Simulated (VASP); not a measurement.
A run of VASP 6.6.1 is set up as follows.

Contents of INCAR:

```
  ALGO = Normal
  EDIFF = 1E-7
  ENCUT = 450
  GGA = PE
  ISIF = 2
  ISMEAR = 0
  LASPH = T
  LCHARG = F
  LREAL = F
  LWAVE = F
  NBANDS = 16
  NELM = 80
  PREC = Accurate
  SIGMA = 0.02
```

The input KPOINTS:

```
k-points
0
Gamma
  4 4 3
```

The input POSCAR:

```
ScSi2
1.0
    3.6600000000      0.0000000000      0.0000000000
   -1.8300000000      3.1696529779      0.0000000000
    0.0000000000      0.0000000000      3.8700000000
Sc Si
1 2
Direct
    0.0000000000      0.0000000000      0.0000000000
    0.6666666667      0.3333333333      0.5000000000
    0.3333333333      0.6666666667      0.5000000000
```

Potentials or basis: VASP PAW PBE potentials, release 64 (Sc_sv_GW, Si_GW).

Launch:

```console
$ cat potpaw_PBE.64/Sc_sv_GW/POTCAR potpaw_PBE.64/Si_GW/POTCAR > POTCAR
$ mpirun -np 1 vasp_std > vasp.out
```

Question: Predict the pressure.

Answer: 25.3 GPa.

Question: What does it give for the band gap on the k mesh?

Answer: None (metal or under the smearing width).

Stress tensor (GPa, compression positive):
```
37.58  0.00  0.00
 0.00 37.58  0.00
 0.00  0.00  0.88
```

Caveat: the k mesh is coarse (spacing up to 0.54 Å⁻¹), so the values aren't converged; the cutoff is under 1.25 times the usual one of these potentials, so pressure, stress and relaxed cells hold a basis-set (Pulay) error; so large a pressure means that the cell lies far from this level's equilibrium, or that cutoff or potentials fall short.
